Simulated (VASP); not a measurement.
```
MoTe2
1.0
    1.84010    -3.18714     0.00000
    1.84010     3.18714     0.00000
    0.00000     0.00000    14.73601
Te Mo
4 2
Direct
  0.33333   0.66667   0.87282
  0.66667   0.33333   0.37282
  0.66667   0.33333   0.12718
  0.33333   0.66667   0.62718
  0.33333   0.66667   0.25000
  0.66667   0.33333   0.75000
```

The numbers are results of vdW-DF2, VASP's PBE PAW potentials (set 64) (plane waves; VASP), not measurements. Run with 520 eV cut-off, 7×7×2 Γ-centred mesh, Gaussian smearing of 0.050 eV, potentials Te Mo_sv.

Q: The ions and cell shape at fixed volume are relaxed. Which structure does the run end with?

A: 
```
MoTe2
1.0
    1.84949    -3.20341     0.00000
    1.84949     3.20341     0.00000
    0.00000     0.00000    14.58671
Te Mo
4 2
Direct
  0.33333   0.66667   0.87546
  0.66667   0.33333   0.37546
  0.66667   0.33333   0.12454
  0.33333   0.66667   0.62454
  0.33333   0.66667   0.25000
  0.66667   0.33333   0.75000
```
Space group P6_3/mmc (194), at a tolerance of 0.03 Å.

Q: How much energy does the relaxation gain?

A: The energy (σ→0) changes by -4.0 meV/atom, in 6 ionic steps.

The compound is MoTe2 in the 2H layered structure. This cell is one point of a volume scan, at 0.97 of the reference volume. Symmetry was kept, so distortions that lower it aren't found.
